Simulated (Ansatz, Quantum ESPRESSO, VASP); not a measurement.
Code comparison for SiRu (P1, 2 atoms in the cell)

Self-consistent single point, at a second geometry (atoms moved at random). First geometry:

```
SiRu
1.0
    2.91612     0.00000     0.00000
    0.00000     2.91612     0.00000
    0.00000     0.00000     2.91612
Si Ru
1 1
Cartesian
  1.45806   1.45806   1.45806
  0.00000   0.00000   0.00000
```

Second geometry:
```
CELL_PARAMETERS angstrom
      2.91612     0.00000     0.00000
      0.00000     2.91612     0.00000
      0.00000     0.00000     2.91612
ATOMIC_POSITIONS crystal
  Si 0.49110 0.49092 0.48839
  Ru 0.00890 0.00908 0.01162
```

Shared settings, as Ansatz (a quantum-chemistry and plane-wave program) writes them: kpoints.mp_grid.grid = 8 8 8; scf.occupations.method = fermi_dirac; scf.occupations.width = 0.0073 Ry. Potentials and cutoffs stand in the table.

| code | model | ΔF from the first geometry (meV/atom) | pressure (GPa) | largest force (eV/Å) | cutoff |
|---|---|---|---|---|---|
| Ansatz | LDA (PW92), default PAW files made with PBE | 9.7 | -5.86 | 0.410 | 30.9 Ry |
| VASP | LDA (PZ), VASP's LDA PAW potentials (set 64) | 10.0 | -5.61 | 0.421 | 300 eV |
| Quantum ESPRESSO | LDA (PZ), GBRV 1.5 ultrasoft (LDA) pseudopotentials | 9.8 | -5.82 | 0.413 | 40 Ry |

On Ansatz's run: spin polarisation is off.

The spread over the programs that give each value: ΔF from the first geometry within 0.3 meV/atom; pressure within 0.25 GPa; largest force within 0.011 eV/Å.

Ansatz's pressure is given at a fixed set of plane waves, as the other plane-wave codes print theirs; with its correction for the finite basis it is -5.81 GPa. The same LDA comes in different parametrisations, which differ slightly.

VASP's run is marked for a possible Pulay error in its stress at this cutoff; no cutoff test was made.

The starting cell comes from a database of computed structures (which also holds hypothetical and non-ambient phases and stackings), without a prior relaxation at this level. For this run, on top of that: atoms moved at random.

Left out of this page: GPAW (unsound by tests on forces, stress, charge or solver warnings); CP2K, Elk, FLEUR and SIESTA (not drawn, or without a comparable value).

Keys are those of Ansatz 0.2.
